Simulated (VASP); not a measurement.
Data:

```
CELL_PARAMETERS angstrom
      0.00000     3.01557     3.01557
      3.01557     0.00000     3.01557
      3.01557     3.01557     0.00000
ATOMIC_POSITIONS crystal
  Pb 0.00000 0.00000 0.00000
  F  0.25000 0.25000 0.25000
  F  0.75000 0.75000 0.75000
```

All values below come from vdW-DF-cx, VASP's PBE PAW potentials (set 64) (plane waves; VASP). Numerical set-up: 520 eV cut-off, 7×7×7 Γ-centred mesh, Gaussian smearing of 0.050 eV, potentials Pb_d F.

Give the stress tensor in GPa (positive for a compressed cell).

```
-3.73   0.00   0.00
 0.00  -3.73   0.00
 0.00   0.00  -3.73
```
The pressure is its mean diagonal, -3.73 GPa.

The compound is PbF2 in the fluorite structure, the β form. This cell is one point of a volume scan, at 1.06 of the reference volume.
